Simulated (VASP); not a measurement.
```
CELL_PARAMETERS angstrom
      2.85600     0.00000     0.00000
      0.00000     2.85600     0.00000
      0.00000     0.00000     3.74340
ATOMIC_POSITIONS crystal
  Cu 0.00000 0.00000 0.00000
  Au 0.50000 0.50000 0.50000
```

The base run (VASP): PBE GGA, plane waves, VASP's PBE PAW potentials (set 64). Run with 400 eV cut-off, 11×11×9 Γ-centred mesh, first-order Methfessel-Paxton smearing of 0.10 eV, potentials Cu Au.

The base run took about 10 core-seconds. The timings are rough (shared machines, no repeats); factors under 2 mean little.

Pressures at a finite cut-off, here 400 eV, hold a Pulay part, which wasn't tested here.

```
setting                                        cost over the base run  electronic steps  pressure (GPa)
---------------------------------------------  ----------------------  ----------------  --------------
GGA = 91                                         within a factor of 2                13           -1.94
base run                                                    reference                13           -2.58
GGA = PS                                         within a factor of 2                13          -10.38
IVDW = 12                                        within a factor of 2                13           -8.94
GGA = RP                                         within a factor of 2                13            1.51
GGA = AM                                         within a factor of 2                13          -10.65
GGA removed, LMIXTAU = .TRUE., METAGGA = TPSS           about 5 times                17           -8.15
```

Left out are runs that failed, have no time on record or changed the cell.

The compound is CuAu in the L1_0 structure. The cell was not relaxed at this level.
